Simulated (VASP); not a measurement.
Computed with LDA (Ceperley-Alder, Perdew-Zunger), VASP's LDA PAW potentials (set 64) (plane waves; VASP).

The input files of a VASP run:

File POSCAR:
```
SnTe
1
    0.0000000000     3.1600000000     3.1600000000
    3.1600000000     0.0000000000     3.1600000000
    3.1600000000     3.1600000000     0.0000000000
Sn Te
1 1
Direct
  0.0000000000   0.0000000000   0.0000000000
  0.5000000000   0.5000000000   0.5000000000
```

**KPOINTS**
```
kpoints
0
Gamma
  7 7 7
```

### INCAR
```
SYSTEM = SnTe
PREC = Accurate
ENCUT = 520
EDIFF = 1E-6
NELM = 100
ALGO = Normal
LREAL = .FALSE.
LASPH = .TRUE.
ISMEAR = 0
SIGMA = 0.05
LMAXMIX = 4
LWAVE = .FALSE.
LCHARG = .FALSE.
IBRION = 2
ISIF = 3
NSW = 60
EDIFFG = -0.01
```

POTCAR, in this order: Sn_d Te (LDA.64 set). Program: vasp_std.

Problem. What will the output report for the number of irreducible k-points (NKPTS), largest plane-wave count, number of space-group operations, FFT grid (NGX, NGY, NGZ)?

Solution. 
The number of irreducible k-points (NKPTS) is 20 and the largest plane-wave count is 1721. The number of space-group operations is 48 and the FFT grid (NGX, NGY, NGZ) is 36 × 36 × 36.

The compound is SnTe in the rock salt structure, which distorts at low temperature. This run relaxes it. Symmetry was kept, so distortions that lower it aren't found.
